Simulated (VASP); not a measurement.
```yaml
crystal:
  lattice:
    - [0.00000, 2.34111, 2.34111]
    - [2.34111, 0.00000, 2.34111]
    - [2.34111, 2.34111, 0.00000]
  atoms:
    - { symbol: Ni, position: [0.00000, 0.00000, 0.00000] }
    - { symbol: Si, position: [0.50000, 0.50000, 0.50000] }
```

Method: PBEsol GGA, VASP's PBE PAW potentials (set 64) (plane waves; VASP). Numerical set-up: 400 eV cut-off, 15×15×15 Γ-centred mesh, tetrahedra with Blöchl corrections, potentials Ni Si.

### Question
Tabulate the total density of states (states/eV per cell) against energy (eV; zero at the valence-band maximum or, without a gap, the Fermi level).

### Answer

```json
[
 {"E (eV)": "-9.98", "DOS (states/eV)": "0.31"},
 {"E (eV)": "-9.62", "DOS (states/eV)": "0.35"},
 {"E (eV)": "-9.26", "DOS (states/eV)": "0.39"},
 {"E (eV)": "-8.90", "DOS (states/eV)": "0.45"},
 {"E (eV)": "-8.66", "DOS (states/eV)": "0.50"},
 {"E (eV)": "-8.30", "DOS (states/eV)": "0.65"},
 {"E (eV)": "-7.94", "DOS (states/eV)": "0.80"},
 {"E (eV)": "-7.58", "DOS (states/eV)": "0.87"},
 {"E (eV)": "-7.22", "DOS (states/eV)": "0.16"},
 {"E (eV)": "-6.86", "DOS (states/eV)": "0.00"},
 {"E (eV)": "-6.50", "DOS (states/eV)": "0.14"},
 {"E (eV)": "-6.14", "DOS (states/eV)": "0.25"},
 {"E (eV)": "-5.90", "DOS (states/eV)": "0.35"},
 {"E (eV)": "-5.54", "DOS (states/eV)": "0.51"},
 {"E (eV)": "-5.18", "DOS (states/eV)": "0.93"},
 {"E (eV)": "-4.82", "DOS (states/eV)": "1.46"},
 {"E (eV)": "-4.46", "DOS (states/eV)": "0.96"},
 {"E (eV)": "-4.10", "DOS (states/eV)": "1.69"},
 {"E (eV)": "-3.74", "DOS (states/eV)": "2.32"},
 {"E (eV)": "-3.38", "DOS (states/eV)": "4.18"},
 {"E (eV)": "-3.14", "DOS (states/eV)": "3.41"},
 {"E (eV)": "-2.78", "DOS (states/eV)": "1.70"},
 {"E (eV)": "-2.42", "DOS (states/eV)": "1.77"},
 {"E (eV)": "-2.06", "DOS (states/eV)": "3.55"},
 {"E (eV)": "-1.70", "DOS (states/eV)": "6.04"},
 {"E (eV)": "-1.34", "DOS (states/eV)": "2.02"},
 {"E (eV)": "-0.98", "DOS (states/eV)": "1.30"},
 {"E (eV)": "-0.62", "DOS (states/eV)": "1.18"},
 {"E (eV)": "-0.38", "DOS (states/eV)": "1.18"},
 {"E (eV)": "-0.02", "DOS (states/eV)": "1.18"},
 {"E (eV)": "0.34", "DOS (states/eV)": "1.10"},
 {"E (eV)": "0.70", "DOS (states/eV)": "1.02"},
 {"E (eV)": "1.06", "DOS (states/eV)": "0.93"},
 {"E (eV)": "1.42", "DOS (states/eV)": "0.90"},
 {"E (eV)": "1.78", "DOS (states/eV)": "0.82"},
 {"E (eV)": "2.14", "DOS (states/eV)": "0.79"},
 {"E (eV)": "2.38", "DOS (states/eV)": "0.74"},
 {"E (eV)": "2.74", "DOS (states/eV)": "0.69"},
 {"E (eV)": "3.10", "DOS (states/eV)": "0.64"},
 {"E (eV)": "3.46", "DOS (states/eV)": "0.59"}
]
```
Within 2 eV below the Fermi level the largest weight inside VASP's projection spheres is Ni d.

The structure was generated: NiSi was put into the rock salt type (Fm-3m), which need not be its known phase. It was relaxed first, which changed the volume by -22 %. The run is not spin-polarised, so no magnetic state was tried.
